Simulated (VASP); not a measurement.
These are TPSS meta-GGA, VASP's PBE PAW potentials (set 64) (plane waves; VASP) values and carry that method's errors.

Input for VASP

**INCAR**
```
SYSTEM=V
PREC=Accurate; ENCUT=520; LREAL=.FALSE.
LASPH=.TRUE.
EDIFF=1E-6; NELM=100; ALGO=Normal
LMAXMIX=4; LMIXTAU=.TRUE.
ISMEAR=1; SIGMA=0.1
METAGGA=TPSS
IBRION=2; NSW=60; ISIF=3
EDIFFG=-0.01
LWAVE=.FALSE.; LCHARG=.FALSE.
```

POSCAR:
```
V
1.0
 -1.4850828631   1.4850828631   1.4850828631
  1.4850828631  -1.4850828631   1.4850828631
  1.4850828631   1.4850828631  -1.4850828631
V
1
Cart
  0.0000000000   0.0000000000   0.0000000000
```

**KPOINTS**
```
Regular mesh
0
Gamma
 15 15 15
```

POTCAR, in this order: V_sv (PBE.64 set). Program: vasp_std.

What VASP printed:

**OUTCAR**
```
 ion  position               nearest neighbor table
   1  0.000  0.000  0.000-
  LATTYP: Found a body centered cubic cell.
 ALAT       =     2.9701657262
 Subroutine PRICEL returns:
 Original cell was already a primitive cell.
 Subroutine GETGRP returns: Found 48 space group operations
The static configuration has the point symmetry O_h .
The dynamic configuration has the point symmetry O_h .
 Subroutine INISYM returns: Found 48 space group operations
 Subroutine IBZKPT returns following result:
 Found    120 irreducible k-points:

 Following reciprocal coordinates:
            Coordinates               Weight
  0.000000  0.000000  0.000000      1.000000
  0.066667  0.000000  0.000000     12.000000
  0.133333  0.000000  0.000000     12.000000
  0.200000  0.000000  0.000000     12.000000
  0.266667  0.000000  0.000000     12.000000
  0.333333  0.000000  0.000000     12.000000
  0.400000  0.000000  0.000000     12.000000
  0.466667  0.000000  0.000000     12.000000
  0.066667  0.066667  0.000000     24.000000
  0.133333  0.066667  0.000000     48.000000
  0.200000  0.066667  0.000000     48.000000
  0.266667  0.066667  0.000000     48.000000
  0.333333  0.066667  0.000000     48.000000
  0.400000  0.066667  0.000000     48.000000
  0.466667  0.066667  0.000000     24.000000
  0.133333  0.133333  0.000000     24.000000
  0.200000  0.133333  0.000000     48.000000
  0.266667  0.133333 -0.000000     48.000000
  0.333333  0.133333  0.000000     48.000000
  0.400000  0.133333  0.000000     48.000000
  0.200000  0.200000  0.000000     24.000000
  0.266667  0.200000  0.000000     48.000000
  0.333333  0.200000  0.000000     48.000000
  0.400000  0.200000  0.000000     24.000000
  0.266667  0.266667  0.000000     24.000000
...
```

### OSZICAR
```
       N       E                     dE             d eps       ncg     rms          rms(c)
DAV:   1     0.571613124018E+02    0.57161E+02   -0.74182E+03  2400   0.144E+03
DAV:   2    -0.399448450973E+02   -0.97106E+02   -0.95179E+02  2452   0.377E+02
DAV:   3    -0.414960066957E+02   -0.15512E+01   -0.15361E+01  2548   0.564E+01
DAV:   4    -0.415079275198E+02   -0.11921E-01   -0.11912E-01  2424   0.495E+00
DAV:   5    -0.415080646246E+02   -0.13710E-03   -0.13710E-03  2508   0.548E-01    0.160E+01
DAV:   6    -0.158625015985E+02    0.25646E+02   -0.28476E+00  2406   0.304E+01    0.522E+00
DAV:   7    -0.140411107957E+02    0.18214E+01   -0.36375E+00  2400   0.267E+01    0.124E+00
DAV:   8    -0.161883267557E+02   -0.21472E+01   -0.21755E+00  2400   0.218E+01    0.916E-01
DAV:   9    -0.161801006387E+02    0.82261E-02   -0.84592E-02  2418   0.499E+00    0.132E+00
DAV:  10    -0.162624307792E+02   -0.82330E-01   -0.13990E-01  2414   0.546E+00    0.461E-01
DAV:  11    -0.162685590604E+02   -0.61283E-02   -0.26872E-03  2412   0.907E-01    0.284E-01
DAV:  12    -0.162685551914E+02    0.38690E-05   -0.71714E-04  2424   0.312E-01    0.688E-02
DAV:  13    -0.162685704589E+02   -0.15267E-04   -0.59346E-05  2406   0.125E-01    0.534E-02
DAV:  14    -0.162685696066E+02    0.85237E-06   -0.62051E-05  2408   0.125E-01    0.521E-03
DAV:  15    -0.162685743629E+02   -0.47563E-05   -0.22608E-06  2274   0.176E-02    0.114E-03
DAV:  16    -0.162685750585E+02   -0.69565E-06   -0.30904E-07  1202   0.944E-03
   1 F= -.16268575E+02 E0= -.16268977E+02  d E =-.162686E+02
       N       E                     dE             d eps       ncg     rms          rms(c)
DAV:   1    -0.162730818273E+02   -0.45075E-02   -0.10187E-01  2400   0.579E+00    0.771E-01
DAV:   2    -0.162685072543E+02    0.45746E-02   -0.20359E-02  2406   0.219E+00    0.145E-01
DAV:   3    -0.162685828401E+02   -0.75586E-04   -0.12074E-04  2400   0.203E-01    0.808E-02
DAV:   4    -0.162684231071E+02    0.15973E-03   -0.14705E-04  2402   0.201E-01    0.287E-02
DAV:   5    -0.162685282832E+02   -0.10518E-03   -0.11433E-04  2400   0.201E-01    0.801E-03
DAV:   6    -0.162685314654E+02   -0.31823E-05   -0.12260E-06  1466   0.182E-02    0.719E-03
DAV:   7    -0.162685367573E+02   -0.52919E-05   -0.30300E-06  2096   0.330E-02    0.660E-04
DAV:   8    -0.162685367808E+02   -0.23491E-07   -0.53440E-08  1200   0.442E-03
   2 F= -.16268537E+02 E0= -.16268942E+02  d E =0.382778E-04
       N       E                     dE             d eps       ncg     rms          rms(c)
DAV:   1    -0.162703355518E+02   -0.17988E-02   -0.39044E-02  2400   0.358E+00    0.481E-01
DAV:   2    -0.162685508440E+02    0.17847E-02   -0.76647E-03  2406   0.135E+00    0.904E-02
DAV:   3    -0.162685999880E+02   -0.49144E-04   -0.44312E-05  2400   0.121E-01    0.518E-02
DAV:   4    -0.162685596943E+02    0.40294E-04   -0.55045E-05  2418   0.123E-01    0.175E-02
DAV:   5    -0.162685994947E+02   -0.39800E-04   -0.44290E-05  2400   0.125E-01    0.530E-03
DAV:   6    -0.162685992818E+02    0.21295E-06   -0.52260E-07  1212   0.122E-02
   3 F= -.16268599E+02 E0= -.16269003E+02  d E =-.242232E-04
       N       E                     dE             d eps       ncg     rms          rms(c)
DAV:   1    -0.162686643171E+02   -0.64822E-04   -0.14439E-03  2400   0.688E-01    0.941E-02
DAV:   2    -0.162685923592E+02    0.71958E-04   -0.29282E-04  2406   0.264E-01    0.175E-02
DAV:   3    -0.162685963815E+02   -0.40223E-05   -0.16057E-06  1660   0.231E-02    0.100E-02
DAV:   4    -0.162685967799E+02   -0.39843E-06   -0.22586E-06  2018   0.252E-02
   4 F= -.16268597E+02 E0= -.16269000E+02  d E =-.217213E-04
       N       E                     dE             d eps       ncg     rms          rms(c)
DAV:   1    -0.162686251178E+02   -0.28736E-04   -0.52313E-04  2400   0.414E-01    0.571E-02
DAV:   2    -0.162686037079E+02    0.21410E-04   -0.10738E-04  2406   0.158E-01    0.106E-02
DAV:   3    -0.162686022852E+02    0.14226E-05   -0.45514E-07  1202   0.120E-02    0.621E-03
DAV:   4    -0.162686002766E+02    0.20086E-05   -0.61302E-07  1200   0.133E-02    0.219E-03
DAV:   5    -0.162686005971E+02   -0.32051E-06   -0.53088E-07  1200   0.139E-02
   5 F= -.16268601E+02 E0= -.16269004E+02  d E =-.255386E-04
```

OUTCAR:
```
------------------------ aborting loop because EDIFF is reached ----------------------------------------
  FORCE on cell =-STRESS in cart. coord.  units (eV):
  Direction    XX          YY          ZZ          XY          YZ          ZX
  --------------------------------------------------------------------------------------
  Total        0.0077116      0.0077116      0.0077116     -0.0000000     -0.0000000      0.0000000
  in kB        0.9416053      0.9416053      0.9416053     -0.0000000     -0.0000000      0.0000000
  external PRESSURE =       0.9416053 kB  Pullay stress =       0.0000000 kB
  volume of cell :       13.12
      direct lattice vectors                 reciprocal lattice vectors
    -1.485849718  1.485849718  1.485849718     0.000000000  0.336507787  0.336507787
     1.485849718 -1.485849718  1.485849718     0.336507787  0.000000000  0.336507787
     1.485849718  1.485849718 -1.485849718     0.336507787  0.336507787  0.000000000
 POSITION                                       TOTAL-FORCE (eV/Angst)
 -----------------------------------------------------------------------------------
     -0.00000      0.00000      0.00000         0.000000     -0.000000      0.000000
 -----------------------------------------------------------------------------------
    total drift:                                0.000000     -0.000000      0.000000
  FREE ENERGIE OF THE ION-ELECTRON SYSTEM (eV)
  ---------------------------------------------------
  free  energy   TOTEN  =       -16.2686005971 eV

  energy  without entropy=      -16.2698115640  energy(sigma->0) =      -16.26900425

 reached required accuracy - stopping structural energy minimisation
```
(Selected blocks of OUTCAR.)

CONTCAR:
```
V
   1.00000000000000
    -1.4858497176454153    1.4858497176454153    1.4858497176454153
     1.4858497176454153   -1.4858497176454153    1.4858497176454153
     1.4858497176454153    1.4858497176454153   -1.4858497176454153
  V
     1
Direct
     0.0000000000000000    0.0000000000000000    0.0000000000000000
```

The compound is V in the bcc structure. This run relaxes it. Symmetry was kept, so distortions that lower it aren't found. The start is the result of an earlier pass. The run is not spin-polarised, so no magnetic state was tried.
